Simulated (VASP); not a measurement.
Consider the following.

```yaml
crystal:
  lattice:
    - [0.00000, 2.19000, 2.19000]
    - [2.19000, 0.00000, 2.19000]
    - [2.19000, 2.19000, 0.00000]
  atoms:
    - { symbol: Al, position: [0.00000, 0.00000, 0.00000] }
    - { symbol: N, position: [0.25000, 0.25000, 0.25000] }
```

Computed with G0W0 on PBE orbitals, VASP's PBE PAW potentials (set 64) (plane waves; VASP 6.6.1). Run with PREC = Normal, 500 eV cut-off, 6×6×6 Γ-centred mesh, Gaussian smearing of 0.010 eV, potentials Al_GW N_GW_new.

The mesh is coarse and the basis finite, so the quasiparticle values are not converged.

NBANDS = 120, ENCUTGW = 180 eV, NOMEGA = 64. The PBE levels (eV) that the step starts from are:

```csv
state,KS energy,filling
"k1 (0.00, 0.00, 0.00), band 1",-9.36,2
"k1 (0.00, 0.00, 0.00), band 2",5.58,2
"k1 (0.00, 0.00, 0.00), band 3",5.58,2
"k1 (0.00, 0.00, 0.00), band 4",5.58,2
"k1 (0.00, 0.00, 0.00), band 5",9.70,0
"k1 (0.00, 0.00, 0.00), band 6",18.04,0
"k1 (0.00, 0.00, 0.00), band 7",18.04,0
"k1 (0.00, 0.00, 0.00), band 8",18.04,0
"k7 (0.50, 0.17, 0.00), band 1",-7.21,2
"k7 (0.50, 0.17, 0.00), band 2",0.31,2
"k7 (0.50, 0.17, 0.00), band 3",4.01,2
"k7 (0.50, 0.17, 0.00), band 4",4.72,2
"k7 (0.50, 0.17, 0.00), band 5",12.71,0
"k7 (0.50, 0.17, 0.00), band 6",14.67,0
"k7 (0.50, 0.17, 0.00), band 7",17.60,0
"k7 (0.50, 0.17, 0.00), band 8",17.78,0
"k15 (-0.33, 0.33, 0.17), band 1",-6.84,2
"k15 (-0.33, 0.33, 0.17), band 2",0.97,2
"k15 (-0.33, 0.33, 0.17), band 3",2.66,2
"k15 (-0.33, 0.33, 0.17), band 4",3.94,2
"k15 (-0.33, 0.33, 0.17), band 5",12.04,0
"k15 (-0.33, 0.33, 0.17), band 6",15.58,0
"k15 (-0.33, 0.33, 0.17), band 7",17.54,0
"k15 (-0.33, 0.33, 0.17), band 8",18.59,0
```

Question: Give the quasiparticle energies and renormalisation factors Z.

Answer: 
```
state                            QP energy (eV)     Z
-------------------------------  --------------  ----
k1 (0.00, 0.00, 0.00), band 1            -10.89  0.73
k1 (0.00, 0.00, 0.00), band 2              4.57  0.77
k1 (0.00, 0.00, 0.00), band 3              4.57  0.77
k1 (0.00, 0.00, 0.00), band 4              4.57  0.77
k1 (0.00, 0.00, 0.00), band 5             10.35  0.81
k1 (0.00, 0.00, 0.00), band 6             18.95  0.80
k1 (0.00, 0.00, 0.00), band 7             18.95  0.80
k1 (0.00, 0.00, 0.00), band 8             18.95  0.80
k7 (0.50, 0.17, 0.00), band 1             -8.63  0.73
k7 (0.50, 0.17, 0.00), band 2             -1.00  0.73
k7 (0.50, 0.17, 0.00), band 3              2.86  0.77
k7 (0.50, 0.17, 0.00), band 4              3.62  0.77
k7 (0.50, 0.17, 0.00), band 5             13.38  0.80
k7 (0.50, 0.17, 0.00), band 6             15.50  0.80
k7 (0.50, 0.17, 0.00), band 7             18.59  0.77
k7 (0.50, 0.17, 0.00), band 8             18.59  0.79
k15 (-0.33, 0.33, 0.17), band 1           -8.25  0.73
k15 (-0.33, 0.33, 0.17), band 2           -0.32  0.73
k15 (-0.33, 0.33, 0.17), band 3            1.41  0.75
k15 (-0.33, 0.33, 0.17), band 4            2.77  0.77
k15 (-0.33, 0.33, 0.17), band 5           12.69  0.80
k15 (-0.33, 0.33, 0.17), band 6           16.42  0.79
k15 (-0.33, 0.33, 0.17), band 7           18.57  0.78
k15 (-0.33, 0.33, 0.17), band 8           19.50  0.78
```
On the mesh the gap opens from 3.31 to 4.73 eV.

The compound is AlN in the zinc blende structure, a metastable form; wurtzite is the usual one. The cell was not relaxed at this level.
